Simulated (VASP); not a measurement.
All values below come from MS2 meta-GGA, VASP's PBE PAW potentials (set 64) (plane waves; VASP).

VASP input:

INCAR:
```
ALGO = Normal
EDIFF = 1E-6
EDIFFG = -0.01
ENCUT = 520
IBRION = 2
ISIF = 3
ISMEAR = 1
LASPH = .True.
LCHARG = .False.
LMAXMIX = 6
LMIXTAU = .True.
LREAL = .False.
LWAVE = .False.
METAGGA = MS2
NELM = 100
NSW = 60
PREC = Accurate
SIGMA = 0.1
SYSTEM = HfC
```

File POSCAR:
```
HfC
1.0
  0.0000000000   2.3200000000   2.3200000000
  2.3200000000   0.0000000000   2.3200000000
  2.3200000000   2.3200000000   0.0000000000
Hf C
1 1
Cart
  0.0000000000   0.0000000000   0.0000000000
  2.3200000000   2.3200000000   2.3200000000
```

KPOINTS:
```
Automatic mesh
0
Gamma
12 12 12
0 0 0
```

POTCAR, in this order: Hf_pv C (PBE.64 set). Program: vasp_std.

The run wrote:

OSZICAR:
```
       N       E                     dE             d eps       ncg     rms          rms(c)
DAV:   1     0.206733047188E+02    0.20673E+02   -0.74769E+03  1584   0.118E+03
DAV:   2    -0.233089757080E+02   -0.43982E+02   -0.41214E+02  2095   0.203E+02
DAV:   3    -0.248724135600E+02   -0.15634E+01   -0.15493E+01  2064   0.294E+01
DAV:   4    -0.248849870347E+02   -0.12573E-01   -0.12546E-01  1903   0.282E+00
DAV:   5    -0.248851430033E+02   -0.15597E-03   -0.15594E-03  2057   0.262E-01    0.651E+01
DAV:   6    -0.568627851825E+01    0.19199E+02   -0.16767E+01  1888   0.340E+01    0.424E+01
DAV:   7    -0.762852030690E+01   -0.19422E+01   -0.27119E+00  1679   0.162E+01    0.126E+01
DAV:   8    -0.621090931693E+01    0.14176E+01   -0.25702E+00  1667   0.135E+01    0.501E+00
DAV:   9    -0.637034290247E+01   -0.15943E+00   -0.34995E-01  1667   0.551E+00    0.109E+00
DAV:  10    -0.627769777015E+01    0.92645E-01   -0.25043E-02  1785   0.154E+00    0.156E+00
DAV:  11    -0.631213567476E+01   -0.34438E-01   -0.26513E-03  1743   0.545E-01    0.764E-01
DAV:  12    -0.644911959496E+01   -0.13698E+00   -0.13401E-01  1596   0.426E+00    0.215E-01
DAV:  13    -0.644929110632E+01   -0.17151E-03   -0.18442E-03  1956   0.381E-01    0.230E-01
DAV:  14    -0.644973319746E+01   -0.44209E-03   -0.40824E-04  1661   0.252E-01    0.436E-01
DAV:  15    -0.645353207409E+01   -0.37989E-02   -0.31478E-03  1587   0.678E-01    0.400E-01
DAV:  16    -0.645390122542E+01   -0.36915E-03   -0.58912E-04  1783   0.243E-01    0.584E-01
DAV:  17    -0.645397154892E+01   -0.70323E-04   -0.36179E-05  1808   0.699E-02    0.558E-01
DAV:  18    -0.645394560015E+01    0.25949E-04   -0.27060E-06  1713   0.149E-02    0.520E-01
DAV:  19    -0.645395135032E+01   -0.57502E-05   -0.27102E-05  1710   0.517E-02    0.438E-01
DAV:  20    -0.645394415376E+01    0.71966E-05   -0.43790E-06  1714   0.204E-02    0.348E-01
DAV:  21    -0.645395226048E+01   -0.81067E-05   -0.10698E-05  1913   0.238E-02    0.306E-01
DAV:  22    -0.645391160358E+01    0.40657E-04   -0.79731E-05  1779   0.533E-02    0.140E-01
DAV:  23    -0.645394574714E+01   -0.34144E-04   -0.19861E-05  1938   0.360E-02    0.604E-02
DAV:  24    -0.645395203692E+01   -0.62898E-05   -0.10001E-06   849   0.103E-02    0.198E-02
DAV:  25    -0.645396208181E+01   -0.10045E-04   -0.99798E-07  1305   0.116E-02    0.685E-03
DAV:  26    -0.645396000153E+01    0.20803E-05   -0.28443E-07   804   0.640E-03    0.177E-03
DAV:  27    -0.645396229372E+01   -0.22922E-05   -0.39830E-08   801   0.224E-03    0.384E-04
DAV:  28    -0.645396134952E+01    0.94419E-06   -0.88131E-09   801   0.690E-04
   1 F= -.64539613E+01 E0= -.64538791E+01  d E =-.645396E+01
       N       E                     dE             d eps       ncg     rms          rms(c)
DAV:   1    -0.647977246101E+01   -0.25810E-01   -0.27183E+00  1584   0.164E+01    0.493E+00
DAV:   2    -0.645606734233E+01    0.23705E-01   -0.94331E-02  1602   0.388E+00    0.272E+00
DAV:   3    -0.643161484480E+01    0.24452E-01   -0.87701E-02  1605   0.284E+00    0.200E+00
DAV:   4    -0.643710916253E+01   -0.54943E-02   -0.17684E-03  1921   0.544E-01    0.169E+00
DAV:   5    -0.643433330323E+01    0.27759E-02   -0.10100E-02  1584   0.129E+00    0.383E-01
DAV:   6    -0.643932942407E+01   -0.49961E-02   -0.99351E-03  1584   0.122E+00    0.704E-02
DAV:   7    -0.643978632637E+01   -0.45690E-03   -0.49514E-04  1584   0.268E-01    0.185E-02
DAV:   8    -0.643977435431E+01    0.11972E-04   -0.52577E-06  2034   0.239E-02    0.244E-02
DAV:   9    -0.643979354844E+01   -0.19194E-04   -0.50424E-06  1617   0.293E-02    0.547E-03
DAV:  10    -0.643977657367E+01    0.16975E-04   -0.12423E-06   951   0.159E-02    0.394E-03
DAV:  11    -0.643978598990E+01   -0.94162E-05   -0.48813E-07   795   0.785E-03    0.109E-03
DAV:  12    -0.643978582921E+01    0.16069E-06   -0.50753E-08   792   0.232E-03
   2 F= -.64397858E+01 E0= -.64397397E+01  d E =0.141755E-01
       N       E                     dE             d eps       ncg     rms          rms(c)
DAV:   1    -0.646652853979E+01   -0.26743E-01   -0.11184E+00  1587   0.105E+01    0.312E+00
DAV:   2    -0.646555146291E+01    0.97708E-03   -0.46889E-02  1602   0.254E+00    0.179E+00
DAV:   3    -0.645523831765E+01    0.10313E-01   -0.35849E-02  1605   0.175E+00    0.137E+00
DAV:   4    -0.645951288689E+01   -0.42746E-02   -0.17453E-03  1874   0.471E-01    0.927E-01
DAV:   5    -0.645850004940E+01    0.10128E-02   -0.29422E-03  1584   0.679E-01    0.291E-02
DAV:   6    -0.645965807246E+01   -0.11580E-02   -0.28796E-03  1584   0.651E-01    0.201E-02
DAV:   7    -0.645983978401E+01   -0.18171E-03   -0.17691E-04  1590   0.157E-01    0.755E-03
DAV:   8    -0.645984506914E+01   -0.52851E-05   -0.20346E-06  1764   0.151E-02    0.893E-03
DAV:   9    -0.645984124299E+01    0.38262E-05   -0.53081E-06  1605   0.259E-02    0.485E-03
DAV:  10    -0.645983938537E+01    0.18576E-05   -0.11210E-07   801   0.340E-03    0.756E-03
DAV:  11    -0.645984264605E+01   -0.32607E-05   -0.15535E-07   792   0.385E-03    0.463E-03
DAV:  12    -0.645984400323E+01   -0.13572E-05   -0.82824E-08   792   0.229E-03    0.546E-04
DAV:  13    -0.645984394564E+01    0.57595E-07   -0.66156E-09   792   0.878E-04
   3 F= -.64598439E+01 E0= -.64597752E+01  d E =-.588260E-02
```

**OUTCAR**
```
------------------------ aborting loop because EDIFF is reached ----------------------------------------
  FORCE on cell =-STRESS in cart. coord.  units (eV):
  Direction    XX          YY          ZZ          XY          YZ          ZX
  --------------------------------------------------------------------------------------
  Total       -0.0071782     -0.0071782     -0.0071782      0.0000000     -0.0000000      0.0000000
  in kB       -0.4685095     -0.4685095     -0.4685095      0.0000000     -0.0000000      0.0000000
  external PRESSURE =      -0.4685095 kB  Pullay stress =       0.0000000 kB
  volume of cell :       24.55
      direct lattice vectors                 reciprocal lattice vectors
     0.000000000  2.306707673  2.306707673    -0.216759152  0.216759152  0.216759152
     2.306707673 -0.000000000  2.306707673     0.216759152 -0.216759152  0.216759152
     2.306707673  2.306707673 -0.000000000     0.216759152  0.216759152 -0.216759152
 POSITION                                       TOTAL-FORCE (eV/Angst)
 -----------------------------------------------------------------------------------
      0.00000     -0.00000      0.00000         0.000000      0.000000     -0.000000
      2.30671      2.30671      2.30671         0.000000      0.000000      0.000000
 -----------------------------------------------------------------------------------
    total drift:                                0.000000     -0.000000     -0.000000
  FREE ENERGIE OF THE ION-ELECTRON SYSTEM (eV)
  ---------------------------------------------------
  free  energy   TOTEN  =        -6.4598439456 eV

  energy  without entropy=       -6.4596377550  energy(sigma->0) =       -6.45977522

 reached required accuracy - stopping structural energy minimisation
```
(Selected blocks of OUTCAR.)

CONTCAR:
```
HfC
   1.00000000000000
     0.0000000000000000    2.3067076734314869    2.3067076734314869
     2.3067076734314869   -0.0000000000000000    2.3067076734314869
     2.3067076734314869    2.3067076734314869   -0.0000000000000000
  Hf              C
     1     1
Direct
     0.0000000000000000    0.0000000000000000    0.0000000000000000
     0.5000000000000000    0.5000000000000000    0.5000000000000000
```

The compound is HfC in the rock salt structure. This run relaxes it. Symmetry was kept, so distortions that lower it aren't found.
